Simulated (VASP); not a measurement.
Input:

```
CELL_PARAMETERS angstrom
      0.00000     3.08251     3.08251
      3.08251     0.00000     3.08251
      3.08251     3.08251     0.00000
ATOMIC_POSITIONS crystal
  Os 0.00000 0.00000 0.00000
  Ge 0.25000 0.25000 0.25000
  Ge 0.75000 0.75000 0.75000
```

The numbers are results of PBE GGA, VASP's PBE PAW potentials (set 64) (plane waves; VASP), not measurements. Settings: 400 eV cut-off, 1×1×1 Γ-centred mesh, first-order Methfessel-Paxton smearing of 0.10 eV, potentials Os Ge_d.

Problem. Give the stress tensor in GPa (positive for a compressed cell).

Solution. 
```
15.34   0.00   0.00
 0.00  15.34   0.00
 0.00   0.00  15.34
```
The pressure is its mean diagonal, 15.34 GPa.

The structure was generated: Ge2Os was put into the fluorite type (Fm-3m), which need not be its known phase. The cell was not relaxed at this level. The k-mesh is coarse (spacing up to 1.77 per Å, 2π included), so the numbers may not be converged in it. The run is one of a series of settings (KPOINTS 1×1×1 Γ-centred mesh against the base run), some of them coarse on purpose.
